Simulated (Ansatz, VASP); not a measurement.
**SiC3 (ordered alloy, x = 0.75, built in the cubic cell of 8 atoms (invented)) in two plane-wave programs**

Aim: how closely do two programs agree when they are given the same cell, functional and k mesh? The cell is generated by rule, not measured, and may not be a known phase. The cell is taken from a series of runs on this material, whose earlier steps may have relaxed, scaled, displaced or heated it; both programs get it as it stands.

Calculated with Ansatz 0.2.0; plane waves, with VASP 6.6.1 beside it; relaxation of cell and atoms at r2SCAN.

## (1) The starting structure

It takes space group R-3m (No. 166, trigonal). Conventional cell: a = 5.608 Å, b = 5.608 Å, c = 9.812 Å, α = 90.00°, β = 90.00°, γ = 120.00°. Nearest to C lie 2 C at 1.42 Å and 1 Si at 1.87 Å. Nearest to Si lie 3 C at 1.87 Å and 1 Si at 2.43 Å. Farther neighbours are not listed.

As a file:

```cif
data_structure
_symmetry_space_group_name_H-M 'P 1'
_symmetry_Int_Tables_number 1
_cell_length_a 4.6024
_cell_length_b 4.6024
_cell_length_c 4.6024
_cell_angle_alpha 75.073
_cell_angle_beta 75.073
_cell_angle_gamma 75.073
_cell_volume 89.09
loop_
_atom_site_label
_atom_site_type_symbol
_atom_site_fract_x
_atom_site_fract_y
_atom_site_fract_z
_atom_site_occupancy
C1 C 0.85418 0.85418 0.29123 1
C2 C 0.85418 0.29123 0.85418 1
C3 C 0.29123 0.85418 0.85418 1
C4 C 0.14582 0.14582 0.70877 1
C5 C 0.14582 0.70877 0.14582 1
C6 C 0.70877 0.14582 0.14582 1
Si7 Si 0.37604 0.37604 0.37604 1
Si8 Si 0.62396 0.62396 0.62396 1
```

## (2) Ansatz: relaxation of cell and atoms, r2SCAN, pair 1

Ansatz runs on its PAW soft_1 files.

The relaxed volume is the usual yardstick between codes: in a stiff, nearly cubic crystal its relative difference is about their pressure difference at one cell divided by the bulk modulus.

Contents of input.yaml:

```yaml
crystal:
  lattice:
    - [2.8040559346, 1.6189222145, 3.2708075016]
    - [-2.8040559346, 1.6189222145, 3.2708075016]
    - [0.0, -3.2378451314, 3.2708071539]
  atoms:
    - { symbol: C, position: [0.8541778131, 0.8541778131, 0.2912290683] }
    - { symbol: C, position: [0.8541778131, 0.2912290683, 0.8541778131] }
    - { symbol: C, position: [0.2912290683, 0.8541778131, 0.8541778131] }
    - { symbol: Si, position: [0.3760404867, 0.3760404867, 0.3760404867] }
    - { symbol: C, position: [0.1458221869, 0.1458221869, 0.7087709317] }
    - { symbol: C, position: [0.1458221869, 0.7087709317, 0.1458221869] }
    - { symbol: C, position: [0.7087709317, 0.1458221869, 0.1458221869] }
    - { symbol: Si, position: [0.6239595133, 0.6239595133, 0.6239595133] }
kpoints:
  mp_grid: { grid: [6, 6, 6] }
hamiltonian:
  xc: r2scan
  pseudopotentials: { kind: paw, azcp: { folder: soft_1 } }
scf:
  occupations: { method: fixed }
output:
  forces: true
  stress: true
  eigenvalues: true
relax:
  adjacent_minimum: "off"
  f_tol: 0.001
  max_steps: 60
  cell: { stress_tol: 0.01 }
```

Launch:

```sh
$ ansatz run input.yaml --threads 4 --pin off --max-ram 9216MiB --backend cpu --events-out ev --progress --plain --runs-dir out
```

Numbers of over 12 decimals in the logs are rounded to 6 here.

Log:

```text
Engine: ansatz 0.2.0, x86_64-unknown-linux-gnu
Pseudopotentials: kind: paw
Pseudopotential: C, paw, valence charge 4, recommended cutoff 500 eV (meta_gga), soft_1/C.paw.azcp
Pseudopotential: Si, paw, valence charge 4, recommended cutoff 500 eV (meta_gga), soft_1/Si.paw.azcp
Functional definition: r2SCAN
  parameter k0 = 0.174
  parameter k1 = 0.065
  parameter a1 = 4.9479
  exchange = r2scan_x(k0 = k0, k1 = k1, a1 = a1)
  correlation = r2scan_c
Crystal: 8 atoms, lattice volume = 89.088 Å³
Basis set: ecut = 500 eV, 2273 PW (Γ), exchange–correlation on 144×144×144 points (64 copies of the dense FFT grid, shifted against one another)
Bands: 24, of which v1, the nominal top of the filled ones, is band 16 counted from 1 (15 counted from 0)
Symmetry: 12 space group operations
Space group: R-3m (ITA 166), of the structure as read, at distance tolerance 4.5e-5 Å
k-points: 32 of 216
Non-local potential: C, projectors of the file, l = 0: 2, l = 1: 2, l = 2: 1
Non-local potential: Si, projectors of the file, l = 0: 2, l = 1: 2, l = 2: 1
PAW form: soft (Blöchl's): semilocal exchange-correlation on the pseudo side does not see the compensation charge
PAW frozen core: C, regenerated for the run's functional (the file was generated under x = pbe(κ = 0.804, μ = 0.219515), c = pbe(β = 0.066725))
PAW frozen core: Si, regenerated for the run's functional (the file was generated under x = pbe(κ = 0.804, μ = 0.219515), c = pbe(β = 0.066725))
PAW one-centre angular grid: C, 302 points (default); XC on 219 of its mesh's 2255 points in the sphere
PAW one-centre angular grid: Si, 302 points (default); XC on 160 Gauss nodes
Initial density: superposition of atomic densities (chi_scale 0.1, normalization cell, long waves kept (reshape's long-wave potential 0.05 eV rms))
Initial wavefunctions: pseudopotential atomic-orbital guess
Functional: x = r2scan, c = r2scan; τ floored in thin density (d = 2e-4 eV/Å³)
SCF iter   1: F=—  HF=-2788.745312 eV  |F-HF|=—  |Δ(HF+E_count)|=         —  Δρ=1.08e-1  dr2=1.05e1  dr2_τ=1.85e0  ethr=3.10e-3  ⟨swp⟩=4.5  Hψ=3369  notcnv=0  defer=192
preconditioner: auto → Resta (q_TF=auto, 2.300 Å⁻¹)  ε∞=3.6  [insulator: Δε(μ)=1.005 eV  Ē_g=13.692 eV  n_scr=20 (ndim 8)  ℏωp=22.3 eV  f_vac=0.000  ε∞_Penn≈3.6]
SCF iter   2: F=—  HF=-2786.158145 eV  |F-HF|=—  |Δ(HF+E_count)|=    2.59e0  Δρ=5.26e-2  dr2=2.12e0  dr2_τ=4.29e-2  ethr=3.10e-3  ⟨swp⟩=3.0  Hψ=1696  notcnv=0  defer=192
SCF iter   3: F=—  HF=-2785.861750 eV  |F-HF|=—  |Δ(HF+E_count)|=   2.96e-1  Δρ=1.05e-2  dr2=9.97e-2  dr2_τ=5.82e-3  ethr=3.10e-3  ⟨swp⟩=2.4  Hψ=1421  notcnv=0  defer=191
SCF iter   4: F=—  HF=-2785.859463 eV  |F-HF|=—  |Δ(HF+E_count)|=   2.29e-3  Δρ=1.86e-3  dr2=2.40e-3  dr2_τ=1.18e-4  ethr=3.12e-4  ⟨swp⟩=2.8  Hψ=1417  notcnv=0  defer=192
SCF iter   5: F=—  HF=-2785.860567 eV  |F-HF|=—  |Δ(HF+E_count)|=   1.10e-3  Δρ=2.47e-4  dr2=7.21e-5  dr2_τ=2.70e-6  ethr=7.51e-6  ⟨swp⟩=2.2  Hψ=1127  notcnv=0  defer=192
SCF iter   6: F=—  HF=-2785.860582 eV  |F-HF|=—  |Δ(HF+E_count)|=   1.53e-5  Δρ=5.43e-5  dr2=2.26e-6  dr2_τ=1.38e-7  ethr=2.25e-7  ⟨swp⟩=2.0  Hψ=1242  notcnv=0  defer=191
SCF iter   7: F=-2785.860583 eV  HF=-2785.860583 eV  |F-HF|=1.61e-9  |Δ(HF+E_count)|=   5.72e-7  Δρ=7.99e-6  dr2=7.26e-8  dr2_τ=2.15e-9  ethr=3.13e-10  ⟨swp⟩=12.4  Hψ=5691  notcnv=0
SCF 1 converged in 7 iterations: F = -2785.860583 eV  dr2 = 7.26e-8
  greatest PAW one-centre occupation: 0.679 electrons in one spin orbital (limit 2), on the C atom at site 5 (counted from 0), in its partial waves of l = 0
relax step   1: F+E_penalty+E_count = -2785.86058289 eV  Δ(F+E_penalty+E_count) = +0.000e0 eV  max|allowed force component| = 4.167e-3 eV/Å  Δτ_max = 0.0000 Å  P = +0.022 GPa  Ω = 89.088 Å³  (7 SCF iters, dr2 threshold 1.00e-7 eV, accepted)
[...]
relax step   2: F+E_penalty+E_count = -2785.86058328 eV  Δ(F+E_penalty+E_count) = -3.969e-7 eV  max|allowed force component| = 1.311e-3 eV/Å  Δτ_max = 0.0001 Å  P = +0.010 GPa  Ω = 89.092 Å³  energy of the carried Pulay correction = -8.622e-7 eV  (3 SCF iters, dr2 threshold 3.01e-9 eV, accepted)
[...]
relax step   3: F+E_penalty+E_count = -2785.86058298 eV  Δ(F+E_penalty+E_count) = +2.983e-7 eV  max|allowed force component| = 2.394e-4 eV/Å  Δτ_max = 0.0000 Å  P = -0.002 GPa  Ω = 89.096 Å³  energy of the carried Pulay correction = -1.480e-6 eV  (3 SCF iters, dr2 threshold 5.52e-10 eV, accepted)
[...]
relax step   4: F+E_penalty+E_count = -2785.86058484 eV  Δ(F+E_penalty+E_count) = -1.860e-6 eV  max|allowed force component| = 2.448e-4 eV/Å  Δτ_max = 0.0000 Å  P = -0.002 GPa  Ω = 89.096 Å³  stress off target by 3.68e-3 GPa  SCF on the basis re-selected at this cell (its energy is not comparable with the rows above)  (7 SCF iters)
basis re-selected at this cell: Δ(F+E_penalty+E_count) = -1.860e-6 eV, ΔP = -0.000 GPa vs the last step (what re-selecting the basis moved, of the pressure what is left beyond the Pulay correction that the steps carried, after the strain that the cell walked since its last selection, with what the two solves' SCF thresholds leave and, on support functions, any second-order correction that the steps lacked; it is no m [...]
SCF converged after 7 iterations
Free energy (F): -2785.860585 eV
Harris-Foulkes:  -2785.860585 eV  (|F-HF|=1.82e-12)
Internal energy: -2785.860585 eV  (E = F + TS)
E sigma→0 (E₀):  -2785.860585 eV
Fermi energy:    6.588668 eV
--- Per-component energies (eV) ---
  E_band       = -36.264863
  E_kinetic    = 610.157140
  E_local      = -920.860176  (includes V_loc(G=0)·N_el)
  E_nonlocal   = 183.397339
  E_hartree    = 299.610785
  E_xc         = -382.944991
  E_vxc        = -483.665128  (∫ρ·V_xc dr)
  E_paw        = -1645.992827  (= ΣΔE_a)
  E_vpaw       = -49.633153  (= ΣTr[D̂ρ^β])
  E_aug_tail   = 0.000035  (compensation charges beyond the density's cutoff)
  E_vtau       = 25.117529  (kinetic-family band-sum trace: ∫τ·v_τ [+ j·A + Jᵃ·Aᵃ] dr)
  E_ewald      = -928.926381
  E_core_change = -0.301510  (= ΣΔE_core)
  E_smearing   = -0.000000  (= −TS)
  E_closure    = 0.000000  (closes the sum)
  Σ components = -2785.860585   (vs F -2785.860585, Δ=0.00e0)
--- Forces (eV/Å), atoms counted from 1 ---
  atom   1  C      0.00000000     0.00001862    -0.00024027
  atom   2  C      0.00001613    -0.00000931    -0.00024027
  atom   3  C     -0.00001613    -0.00000931    -0.00024027
  atom   4  Si    -0.00000000    -0.00000000     0.00024481
  atom   5  C      0.00000000    -0.00001862     0.00024027
  atom   6  C     -0.00001613     0.00000931     0.00024027
  atom   7  C      0.00001613     0.00000931     0.00024027
  atom   8  Si    -0.00000000     0.00000000    -0.00024481
  max |Σ_I F_I| component: 9.54e-18 eV/Å
--- Stress (GPa, compression-positive) ---
       -0.001658       0.000000      -0.000000
        0.000000      -0.001658       0.000000
       -0.000000       0.000000      -0.003684
  P = ⅓ Tr σ = -0.0023 GPa (-0.023 kbar)
--- Band table (eV; the first three rows and the last of 32) ---
  k-point 0: bands = [... 12 lower, 3.5455, 3.5455, 5.2081, 5.2081, 7.5128, 7.5128, 10.6150, 10.8289, ... 4 higher]
  k-point 1: bands = [... 12 lower, 3.5048, 3.7077, 4.7638, 5.0772, 7.7769, 7.9901, 11.0224, 11.2569, ... 4 higher]
  k-point 2: bands = [... 12 lower, 3.1949, 3.5207, 3.9827, 4.8351, 8.7661, 9.0771, 11.4281, 11.9229, ... 4 higher]
  k-point 31: bands = [... 12 lower, 3.7663, 5.5767, 5.6909, 5.6909, 9.0654, 9.0654, 10.1677, 11.2259, ... 4 higher]
--- Relaxed structure (3 steps of the walk, 3 accepted, 1 SCFs on fresh bases) ---
  F+E_penalty+E_count = -2785.86058484 eV   max|allowed force component| = 2.448e-4 eV/Å   (the final SCF, on the basis selected at the relaxed cell)
  cell:  # Å, volume = 89.0956 Å³
    - [2.804187, 1.618998, 3.270783]
    - [-2.804187, 1.618998, 3.270783]
    - [0, -3.237997, 3.270783]
  atoms:
    - { symbol: C, position: [0.854183, 0.854183, 0.291223] }
    - { symbol: C, position: [0.854183, 0.291223, 0.854183283928] }
    - { symbol: C, position: [0.291223, 0.854183, 0.854183283928] }
    - { symbol: Si, position: [0.376056, 0.376056, 0.376056] }
    - { symbol: C, position: [0.145817, 0.145817, 0.708777] }
    - { symbol: C, position: [0.145817, 0.708777, 0.145817] }
    - { symbol: C, position: [0.708777, 0.145817, 0.145817] }
    - { symbol: Si, position: [0.623944, 0.623944, 0.623944] }
```

The column dr2 measures how far the density is from self-consistency, as an energy; F and HF (Harris–Foulkes) agree once it is small.

(Continued in part 2 of 2.)

[Lines on the potential files, build, host, timing and source positions are cut from VASP's logs without a mark.]

[Logs are printed without paths, hosts, clocks, repeated set-up lines and the standing remarks that a program may print on its own settings, such as how far it seeks lower states.]

[Hosts, paths, dates, database ids (printed as entryN), source tags and the programs' standing remarks are cut or masked in the printed files.]
